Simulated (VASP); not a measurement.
# Zr2CrN2 (I4/mmm) in VASP: relaxation of cell and atoms with PBE

Aim: the relaxation of cell and atoms of Zr2CrN2 with PBE.

Everything below comes from runs of VASP 6.6.1. Logs are shortened: lines on timing, memory, paths and dates and some standing lists are left out, and cuts for length are marked.

## Step 1: Starting point

The structure is tetragonal, space group I4/mmm (No. 139). The conventional cell has a = 4.455 Å, b = 4.455 Å, c = 7.482 Å, α = 90.00°, β = 90.00°, γ = 90.00°. Zr (site symmetry 4mm) has 1 Cr at 2.34 Å and 4 N at 2.63 Å as nearest neighbours. Around Cr (site symmetry 4/mmm) lie 4 N at 2.23 Å and 2 Zr at 2.34 Å. Around N (site symmetry mmm) lie 2 Cr at 2.23 Å.

The cell was built by a generator and needn't be a form met in nature.

## Step 2: Relaxation of cell and atoms, PBE, collinear spin, ferromagnetic start

INCAR

```
SYSTEM = Zr2CrN2
PREC = Normal ; ENCUT = 520
EDIFF = 1E-4 ; ISMEAR = 0
SIGMA = 0.15 ; LREAL = .FALSE.
LASPH = .TRUE. ; NELM = 60
ALGO = Fast ; ISIF = 3
LWAVE = .FALSE. ; LCHARG = .FALSE.
ISPIN = 2 ; MAGMOM = 0 0 3 0 0
LORBIT = 11 ; LMAXMIX = 4
GGA = PE ; IBRION = 2
NSW = 24 ; EDIFFG = -0.08
```

KPOINTS

```
Automatic mesh
0
G
  4 4 4
  0 0 0
```

POSCAR

```
Zr2CrN2
1.0
   -2.2275839000      2.2275839000      3.7409952000
    2.2275839000     -2.2275839000      3.7409952000
    2.2275839000      2.2275839000     -3.7409952000
Zr Cr N
2 1 2
Direct
    0.6872121800      0.6872121800      0.0000000000
    0.3127878200      0.3127878200      0.0000000000
    0.0000000000      0.0000000000      0.0000000000
    0.5000000000      0.0000000000      0.5000000000
    0.0000000000      0.5000000000      0.5000000000
```

Potentials or basis: VASP PAW PBE potentials, release 64 (Zr_sv, Cr_pv, N).

The run is started by

```sh
$ cat potpaw_PBE.64/Zr_sv/POTCAR potpaw_PBE.64/Cr_pv/POTCAR potpaw_PBE.64/N/POTCAR > POTCAR
$ mpirun -np 1 vasp_std > vasp.out
```

OUTCAR:

```text
SYSTEM = Zr2CrN2
   PREC = Normal
   ENCUT = 520
   EDIFF = 1E-4
   ISMEAR = 0
   LREAL = .FALSE.
   LASPH = .TRUE.
   NELM = 60
   ISIF = 3
   ISPIN = 2
   LORBIT = 11
   GGA = PE
   IBRION = 2
   NSW = 24
   EDIFFG = -0.08

 ion  position               nearest neighbor table
   1  0.687  0.687  0.000-   3 2.34   4 2.63   5 2.63   4 2.63   5 2.63   2 2.80   2 3.29   2 3.29
                             2 3.29   2 3.29   3 3.45   3 3.45   3 3.45   3 3.45
   2  0.313  0.313  0.000-   3 2.34   4 2.63   5 2.63   4 2.63   5 2.63   1 2.80   1 3.29   1 3.29
                             1 3.29   1 3.29   3 3.45   3 3.45   3 3.45   3 3.45
   3  0.000  0.000  0.000-   4 2.23   5 2.23   5 2.23   4 2.23   1 2.34   2 2.34   1 3.45   2 3.45
                             1 3.45   2 3.45   1 3.45   2 3.45   1 3.45   2 3.45
   4  0.500  0.000  0.500-   3 2.23   3 2.23   1 2.63   2 2.63   2 2.63   1 2.63
   5  0.000  0.500  0.500-   3 2.23   3 2.23   1 2.63   2 2.63   1 2.63   2 2.63

  LATTYP: Found a body centered tetragonal cell.
 ALAT       =     4.4551678000
 C/A-ratio  =     1.6793958692

  Lattice vectors:

 A1 = (  -2.2275839000,   2.2275839000,   3.7409952000)
 A2 = (   2.2275839000,  -2.2275839000,   3.7409952000)
 A3 = (   2.2275839000,   2.2275839000,  -3.7409952000)

Analysis of symmetry for initial positions (statically):
=====================================================================
 Subroutine PRICEL returns:
 Original cell was already a primitive cell.

 Routine SETGRP: Setting up the symmetry group for a
 body centered tetragonal supercell.

 Subroutine GETGRP returns: Found 16 space group operations
 (whereof 16 operations were pure point group operations)
 out of a pool of 16 trial point group operations.

The static configuration has the point symmetry D_4h.

Analysis of symmetry for dynamics (positions and initial velocities):
=====================================================================
 Subroutine PRICEL returns:
 Original cell was already a primitive cell.

 Routine SETGRP: Setting up the symmetry group for a
 body centered tetragonal supercell.

 Subroutine GETGRP returns: Found 16 space group operations
 (whereof 16 operations were pure point group operations)
 out of a pool of 16 trial point group operations.

The dynamic configuration has the point symmetry D_4h.

Analysis of structural, dynamic, and magnetic symmetry:
=====================================================================
 Subroutine PRICEL returns:
 Original cell was already a primitive cell.

 Routine SETGRP: Setting up the symmetry group for a
 body centered tetragonal supercell.

 Subroutine GETGRP returns: Found 16 space group operations
 (whereof 16 operations were pure point group operations)
 out of a pool of 16 trial point group operations.

The overall configuration has the point symmetry D_4h.

 Subroutine INISYM returns: Found 16 space group operations
 (whereof 16 operations are pure point group operations),
 and found     1 'primitive' translations

----------------------------------------------------------------------------------------

                                     Primitive cell

  volume of cell :      74.2532

  direct lattice vectors                    reciprocal lattice vectors
    -2.227583900  2.227583900  3.740995200     0.000000000  0.224458437  0.133654275
     2.227583900 -2.227583900  3.740995200     0.224458437  0.000000000  0.133654275
     2.227583900  2.227583900 -3.740995200     0.224458437  0.224458437  0.000000000

  length of vectors
     4.890736667  4.890736667  4.890736667     0.261237545  0.261237545  0.317432165

  position of ions in fractional coordinates (direct lattice)
     0.687212180  0.687212180  0.000000000
     0.312787820  0.312787820  0.000000000
     0.000000000  0.000000000  0.000000000
     0.500000000  0.000000000  0.500000000
     0.000000000  0.500000000  0.500000000

  ion indices of the primitive-cell ions
   primitive index   ion index
                 1           1
                 2           2
[... 45 lines left out ...]
   k-points           NKPTS =     13   k-points in BZ     NKDIM =     13   number of bands    NBANDS=     29
   number of dos      NEDOS =    301   number of ions     NIONS =      5
   total plane-waves  NPLWV =  21952
   dimension x,y,z NGX =    28 NGY =   28 NGZ =   28
   dimension x,y,z NGXF=    56 NGYF=   56 NGZF=   56
   ions per type =               2   1   2
   NGX,Y,Z   is equivalent  to a cutoff of   9.52,  9.52,  9.52 a.u.
   NGXF,Y,Z  is equivalent  to a cutoff of  19.04, 19.04, 19.04 a.u.
 SYSTEM =  Zr2CrN2
   PREC   = normal    normal or accurate (medium, high low for compatibility)
   ISTART =      0    job   : 0-new  1-cont  2-samecut
   ICHARG =      2    charge: 1-file 2-atom 10-const
   ISPIN  =      2    spin polarized calculation?
   LNONCOLLINEAR =      F non collinear calculations
   LSORBIT =      F    spin-orbit coupling
   LASPH  =      T    aspherical Exc in radial PAW
   ENCUT  =  520.0 eV  38.22 Ry    6.18 a.u.   9.09  9.09  9.09*2*pi/ulx,y,z
   NELM   =     60;   NELMIN=  2; NELMDL= -5     # of ELM steps
   EDIFF  = 0.1E-03   stopping-criterion for ELM
   LREAL  =      F    real-space projection
   EDIFFG = -.8E-01   stopping-criterion for IOM
   NSW    =     24    number of steps for IOM
   IBRION =      2    ionic relax: 0-MD 1-quasi-New 2-CG
   NFREE  =      1    steps in history (QN), initial steepest desc. (CG)
   ISIF   =      3    stress and relaxation
   ISYM   =      2    0-nonsym 1-usesym 2-fastsym
   POTIM  = 0.5000    time-step for ionic-motion
   TEBEG  =    0.0;   TEEND  =   0.0 temperature during run
   PSTRESS=    0.0 pullay stress
   NELECT =      46.0000    total number of electrons
   NUPDOWN=      -1.0000    fix difference up-down
   EMIN   =  10.00;   EMAX   =-10.00  energy-range for DOS
   EFERMI =   0.00;   METHOD = LEGACY
   ISMEAR =     0;   SIGMA  =   0.15  broadening in eV -4-tet -1-fermi 0-gaus
   EFERMI_NEDOS =   21; number of points for ismear=-14 and -15
   IALGO  =     68    algorithm
   IMIX   =      4    mixing-type and parameters
     AMIX     =   0.40;   BMIX     =  1.00
     AMIX_MAG =   1.60;   BMIX_MAG =  1.00
  volume/ion in A,a.u.               =      14.85       100.22
  Fermi-wavevector in a.u.,A,eV,Ry     =   1.395583  2.637270 26.499414  1.947652
  Thomas-Fermi vector in A             =   2.519021
   LORBIT       =     11    0 simple, 1 ext, 2 COOP (PROOUT), +10 PAW based schemes
   GGA     = PE    functional components
   LHFCALC =     F    Hartree Fock is set to
   AEXX    =    0.0000 exact exchange contribution
   IVDW    =     0    specifies the selected vdW correction
   LEPSILON=     F    determine dielectric tensor
   LRPA    =     F    only Hartree local field effects (RPA)
 conjugate gradient relaxation of ions
 spin polarized calculation
 RMM-DIIS sequential band-by-band and
 Gauss-broadening in eV      SIGMA  =   0.15
  energy-cutoff  :      520.00
  volume of cell :       74.25
 maximum number of plane-waves:      2022
   NGX = 19   NGY = 19   NGZ = 19

--------------------------------------- Ionic step        1  -------------------------------------------

 number of electron      45.9999980 magnetization       1.1555597

 Free energy of the ion-electron system (eV)
  ---------------------------------------------------
  ext. energy  EPLUGINS =         0.00000000
  ---------------------------------------------------
  free energy    TOTEN  =       -42.21300322 eV

  energy without entropy =      -42.17120226  energy(sigma->0) =      -42.19210274

------------------------ aborting loop because EDIFF is reached ----------------------------------------

  FORCE on cell =-STRESS in cart. coord.  units (eV):
  Direction    XX          YY          ZZ          XY          YZ          ZX
  --------------------------------------------------------------------------------------
  -------------------------------------------------------------------------------------
  Total      -15.0045583    -15.0045583      2.6811365      0.0000000      0.0000000      0.0000000
  in kB     -323.7565133   -323.7565133     57.8514474      0.0000000      0.0000000      0.0000000
  external PRESSURE =    -196.5538597 kB  Pullay stress =       0.0000000 kB
[... 102 lines left out ...]
  FREE ENERGIE OF THE ION-ELECTRON SYSTEM (eV)
  ---------------------------------------------------
  free  energy   TOTEN  =       -45.2175072565 eV

  energy  without entropy=      -45.1880541515  energy(sigma->0) =      -45.20278070

 E-fermi :  10.6852     XC(G=0): -12.3925

 val. band max:       10.6699317140   @ k =  -0.2500   0.5000   0.2500
 cond. band min:      10.6897907451   @ k =  -0.2500  -0.2500   0.2500
 fundamental gap:      0.0198590311
 Fermi energy:        10.6851914025

 spin component 1

 k-point     1 :       0.0000    0.0000    0.0000
  band No.  band energies     occupation
      1     -38.4566      1.00000
      2     -38.1717      1.00000
      3     -32.9079      1.00000
      4     -32.9079      1.00000
      5     -32.4256      1.00000
      6     -17.2117      1.00000
[... 824 lines left out ...]
     28      13.3002      0.00000
     29      13.3017      0.00000

[... ionic steps 4 to 10 ...]

--------------------------------------- Ionic step       11  -------------------------------------------

 number of electron      46.0000035 magnetization      -0.7791678

------------------------ aborting loop because EDIFF is reached ----------------------------------------
[... 73 lines left out ...]
--------------------------------------- Ionic step       13  -------------------------------------------

 number of electron      46.0000038 magnetization      -0.7273097

 Free energy of the ion-electron system (eV)
  ---------------------------------------------------
  ext. energy  EPLUGINS =         0.00000000
  ---------------------------------------------------
  free energy    TOTEN  =       -46.78490360 eV

  energy without entropy =      -46.75042194  energy(sigma->0) =      -46.76766277

 E-fermi :   9.5546     XC(G=0): -11.9241

 val. band max:        9.5444707805   @ k =   0.5000   0.5000   0.2500
 cond. band min:       9.5768871324   @ k =   0.2500   0.2500   0.0000
 fundamental gap:      0.0324163519
 Fermi energy:         9.5546400196

 spin component 1

 k-point     1 :       0.0000    0.0000    0.0000
  band No.  band energies     occupation
      1     -39.6676      1.00000
      2     -39.5278      1.00000
      3     -33.8579      1.00000
      4     -33.8579      1.00000
      5     -33.3653      1.00000
      6     -18.2580      1.00000
[... 856 lines left out ...]
  FREE ENERGIE OF THE ION-ELECTRON SYSTEM (eV)
  ---------------------------------------------------
  free  energy   TOTEN  =       -46.7849036022 eV

  energy  without entropy=      -46.7504219362  energy(sigma->0) =      -46.76766277

 reached required accuracy - stopping structural energy minimisation

 total charge

# of ion       s       p       d       tot
------------------------------------------
    1        2.170   5.991   1.579   9.740
    2        2.170   5.991   1.579   9.740
    3        0.395   6.523   4.347  11.264
    4        1.270   2.453   0.000   3.723
    5        1.270   2.453   0.000   3.723
--------------------------------------------------
tot          7.275  23.411   7.504  38.190

 magnetization (x)

# of ion       s       p       d       tot
------------------------------------------
    1        0.001   0.003   0.014   0.018
    2        0.001   0.003   0.014   0.018
    3       -0.011  -0.010  -0.761  -0.782
    4        0.001  -0.002   0.000  -0.001
    5        0.001  -0.002   0.000  -0.001
--------------------------------------------------
tot         -0.007  -0.009  -0.732  -0.749
```

It took 6.9 min on 1 thread of Intel Xeon Platinum 8375C at 2.90GHz (Ice Lake), shared host; peak memory 0.21 GiB.

Results:

```
Free energy                                           : -46.7849 eV
Relaxed volume                                        : 13.73 Å³/atom
Relaxed cell                                          : a = 5.597 Å, b = 5.597 Å, c = 5.597 Å, α = 141.09°, β = 141.09°, γ = 56.20°
Space group after relaxing (to 0.05 Å)                : I4/mmm (No. 139)
Energy gained by relaxing                             : 914.4 meV/atom
Ionic steps                                           : 13
Pressure after relaxing                               : -0.4 GPa
Largest force after relaxing                          : 0.064 eV/Å
Band gap on the k mesh                                : none (metal or under the smearing width)
Net moment                                            : -0.73 μB per cell
Site moments                                          : Zr +0.02; Cr -0.78; N -0.00 μB
Valence electrons inside the program's atomic spheres : Zr 9.74; Cr 11.26; N 3.72
```

Forces in eV/Å, atoms in the order of the input:
```
Zr   0.000  0.000  0.064
Zr   0.000  0.000 -0.064
Cr   0.000  0.000  0.000
N    0.000  0.000  0.000
N    0.000  0.000  0.000
```

Stress tensor (GPa, compression positive):
```
-0.22  0.00  0.00
 0.00 -0.22  0.00
 0.00  0.00 -0.87
```

Step by step:
```
step  energy change (eV)  largest force (eV/Å)  pressure (GPa)  volume (Å³)
   1              0.0000                3.5875          -19.66        74.25
   2             -2.7348                0.3715           32.60        55.71
   3             -3.0045                0.8148           13.83        58.87
   4             -3.8832                0.5352            4.92        63.37
   5             -4.5402                0.2467           -3.96        69.44
   6             -4.5370                0.2003           -2.90        68.99
   7             -4.5404                0.2150           -3.08        69.22
   8             -4.4948                0.5080            7.30        66.75
   9             -4.5666                0.3395            1.00        68.32
  10             -4.5672                0.3238            0.71        68.45
  11             -4.5672                0.3187            0.47        68.50
  12             -4.5714                0.0261           -0.93        68.68
  13             -4.5719                0.0637           -0.44        68.63
```

Final structure:
```cif
data_structure
_symmetry_space_group_name_H-M 'P 1'
_symmetry_Int_Tables_number 1
_cell_length_a 5.5970
_cell_length_b 5.5970
_cell_length_c 5.5970
_cell_angle_alpha 141.090
_cell_angle_beta 141.090
_cell_angle_gamma 56.202
_cell_volume 68.63
loop_
_atom_site_label
_atom_site_type_symbol
_atom_site_fract_x
_atom_site_fract_y
_atom_site_fract_z
_atom_site_occupancy
Zr1 Zr 0.64560 0.64560 0.00000 1
Zr2 Zr 0.35440 0.35440 0.00000 1
Cr1 Cr 0.00000 0.00000 0.00000 1
N1 N 0.50000 0.00000 0.50000 1
N2 N 0.00000 0.50000 0.50000 1
```

Caveat: the k mesh is coarse (spacing up to 0.50 Å⁻¹), so the values aren't converged; a cell with one magnetic atom can't hold antiferromagnetic order, which such compounds often take; the relaxation stopped at a loose force limit of 0.08 eV/Å, so its end isn't a converged minimum. With open d or f shells a metallic result of PBE can be an artefact of self-interaction; +U or a hybrid may open a gap.
